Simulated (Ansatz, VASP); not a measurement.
## Two plane-wave programs on AlB2C2

```
CELL_PARAMETERS angstrom
5.38273 0.00000 0.00000
-2.69136 4.66158 0.00000
0.00000 0.00000 2.80052
ATOMIC_POSITIONS crystal
Al 0.00000 0.00000 0.50000
B 0.33333 0.66667 0.50000
B 0.66667 0.33333 0.50000
C 0.33333 0.66667 0.00000
C 0.66667 0.33333 0.00000
```

Alike in both runs: functional PBE; k mesh 6 × 6 × 4; occupations gaussian, width 0.1 eV; no spin polarisation.

Ansatz relaxed the structure, and its values are those at the end. VASP's run is a single point on that final structure, the one shown.

|  | VASP | Ansatz |
| --- | --- | --- |
| version | VASP 6.6.1 | Ansatz 0.2.0 |
| potentials or method | VASP PAW PBE potentials, release 64 (Al, B, C) | scalar-relativistic, plane waves, PAW |
| plane-wave cutoff (eV) | 520 | 420 |
| valence electrons in the cell | 17 | 17 |

|  | VASP | Ansatz | Ansatz less VASP |
| --- | --- | --- | --- |
| gap on the k mesh at the Fermi level (eV) | none | none | - |
| pressure (GPa) | 0.1 | 0.1 | +0.08 |

A gap of «none» marks a metal or a gap that the smearing closes.

Caveats: the k mesh is coarse (spacing up to 0.56 Å⁻¹), so the values aren't converged.
